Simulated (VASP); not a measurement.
These are r2SCAN+rVV10, VASP's PBE PAW potentials (set 64) (plane waves; VASP) values and carry that method's errors.

VASP ran on this input.

File POSCAR:
```
GaN
3.1145940
  0.0000000000   0.7071067503   0.7071067503
  0.7071067503   0.0000000000   0.7071067503
  0.7071067503   0.7071067503   0.0000000000
Ga N
1 1
Cartesian
  0.0000000000   0.0000000000   0.0000000000
  0.3535533751   0.3535533751   0.3535533751
```

INCAR:
```
ALGO = Normal
BPARAM = 11.95
CPARAM = 0.0093
EDIFF = 1E-7
ENCUT = 520
ISIF = 2
ISMEAR = 0
LASPH = .TRUE.
LCHARG = .FALSE.
LMAXMIX = 4
LMIXTAU = .TRUE.
LREAL = .FALSE.
LUSE_VDW = .TRUE.
LWAVE = .FALSE.
METAGGA = R2SCAN
NELM = 100
PREC = Accurate
SIGMA = 0.05
SYSTEM = GaN
```

KPOINTS:
```
kpoints
0
gamma
 10 10 10
```

POTCAR, in this order: Ga_d N (PBE.64 set). Program: vasp_std.

Output of the run:

**OSZICAR**
```
       N       E                     dE             d eps       ncg     rms          rms(c)
DAV:   1     0.732351565333E+02    0.73235E+02   -0.10010E+04  1358   0.260E+03
DAV:   2    -0.195323119296E+02   -0.92767E+02   -0.87097E+02  1352   0.362E+02
DAV:   3    -0.262111521547E+02   -0.66788E+01   -0.66436E+01  1377   0.886E+01
DAV:   4    -0.263178302830E+02   -0.10668E+00   -0.10662E+00  1490   0.118E+01
DAV:   5    -0.263191365029E+02   -0.13062E-02   -0.13061E-02  1383   0.114E+00    0.739E+00
DAV:   6    -0.209619294483E+02    0.53572E+01   -0.40393E+00  1833   0.551E+01    0.284E+00
DAV:   7    -0.214214361007E+02   -0.45951E+00   -0.90559E-01  1479   0.119E+01    0.185E+00
DAV:   8    -0.212267523054E+02    0.19468E+00   -0.36320E-01  1271   0.788E+00    0.140E+00
DAV:   9    -0.212514210699E+02   -0.24669E-01   -0.19229E-01  1232   0.587E+00    0.708E-01
DAV:  10    -0.213459670047E+02   -0.94546E-01   -0.60003E-02  1222   0.400E+00    0.285E-01
DAV:  11    -0.213497075983E+02   -0.37406E-02   -0.17041E-03  1392   0.514E-01    0.264E-01
DAV:  12    -0.213499056895E+02   -0.19809E-03   -0.33145E-05  1368   0.694E-02    0.257E-01
DAV:  13    -0.213437704782E+02    0.61352E-02   -0.34361E-03  1269   0.720E-01    0.343E-01
DAV:  14    -0.213441737475E+02   -0.40327E-03   -0.31530E-04  1222   0.266E-01    0.219E-01
DAV:  15    -0.213441546968E+02    0.19051E-04   -0.29491E-05  1523   0.570E-02    0.193E-01
DAV:  16    -0.213442051705E+02   -0.50474E-04   -0.37930E-05  1318   0.932E-02    0.576E-02
DAV:  17    -0.213441829477E+02    0.22223E-04   -0.92972E-06  1613   0.670E-02    0.217E-02
DAV:  18    -0.213441910497E+02   -0.81020E-05   -0.31611E-06  1272   0.273E-02    0.141E-02
DAV:  19    -0.213441871069E+02    0.39428E-05   -0.24854E-06  1460   0.235E-02    0.299E-03
DAV:  20    -0.213441888977E+02   -0.17908E-05   -0.21725E-07  1194   0.673E-03    0.418E-03
DAV:  21    -0.213441880738E+02    0.82388E-06   -0.74765E-08   796   0.330E-03    0.273E-03
DAV:  22    -0.213441884967E+02   -0.42285E-06   -0.29101E-08   676   0.214E-03    0.738E-04
DAV:  23    -0.213441883797E+02    0.11694E-06   -0.31763E-09   616   0.156E-03    0.516E-05
DAV:  24    -0.213441884330E+02   -0.53261E-07   -0.16226E-09   626   0.448E-04
   1 F= -.21344188E+02 E0= -.21344188E+02  d E =-.578392E-16
```

**OUTCAR**
```
------------------------ aborting loop because EDIFF is reached ----------------------------------------
  FORCE on cell =-STRESS in cart. coord.  units (eV):
  Direction    XX          YY          ZZ          XY          YZ          ZX
  --------------------------------------------------------------------------------------
  Total        1.8630614      1.8630614      1.8630614      0.0000000      0.0000000      0.0000000
  in kB      139.7167492    139.7167492    139.7167492      0.0000000      0.0000000      0.0000000
  external PRESSURE =     139.7167492 kB  Pullay stress =       0.0000000 kB
  volume of cell :       21.36
      direct lattice vectors                 reciprocal lattice vectors
     0.000000000  2.202350442  2.202350442    -0.227030172  0.227030172  0.227030172
     2.202350442  0.000000000  2.202350442     0.227030172 -0.227030172  0.227030172
     2.202350442  2.202350442  0.000000000     0.227030172  0.227030172 -0.227030172
  FREE ENERGIE OF THE ION-ELECTRON SYSTEM (eV)
  ---------------------------------------------------
  free  energy   TOTEN  =       -21.3441884330 eV

  energy  without entropy=      -21.3441884330  energy(sigma->0) =      -21.34418843
```
(Selected blocks of OUTCAR.)

### OUTCAR
```
 val. band max:        5.7817824562   @ k =   0.0000   0.0000   0.0000

 cond. band min:       8.3238202401   @ k =   0.0000   0.0000   0.0000


 Fermi energy:         6.0464023697

 k-point     1 :       0.0000    0.0000    0.0000
  band No.  band energies     occupation
      1     -11.5798      2.00000
      2      -8.1037      2.00000
      3      -8.1037      2.00000
      4      -8.1037      2.00000
      5      -7.6695      2.00000
      6      -7.6695      2.00000
      7       5.7818      2.00000
      8       5.7818      2.00000
      9       5.7818      2.00000
     10       8.3238      0.00000
     11      17.2213      0.00000
     12      17.2214      0.00000
     13      17.2214      0.00000

 k-point     2 :       0.1000    0.0000    0.0000
  band No.  band energies     occupation
      1     -11.4535      2.00000
      2      -8.0864      2.00000
      3      -8.0864      2.00000
      4      -8.0676      2.00000
      5      -7.6711      2.00000
      6      -7.6711      2.00000
      7       4.6955      2.00000
      8       5.6620      2.00000
      9       5.6620      2.00000
     10       9.1416      0.00000
     11      16.7149      0.00000
     12      17.4066      0.00000
     13      17.4067      0.00000

 k-point     3 :       0.2000    0.0000    0.0000
  band No.  band energies     occupation
      1     -11.1229      2.00000
      2      -8.0455      2.00000
      3      -8.0455      2.00000
      4      -7.9160      2.00000
      5      -7.6700      2.00000
      6      -7.6700      2.00000
      7       2.7391      2.00000
      8       5.3673      2.00000
      9       5.3673      2.00000
     10      10.2950      0.00000
     11      15.9073      0.00000
     12      17.6817      0.00000
     13      17.6818      0.00000

 k-point     4 :       0.3000    0.0000    0.0000
  band No.  band energies     occupation
      1     -10.7349      2.00000
      2      -8.0076      2.00000
      3      -8.0076      2.00000
...
```

The compound is GaN in the zinc blende structure, a metastable form; wurtzite is the usual one. This cell is one point of a volume scan, at 0.94 of the reference volume.
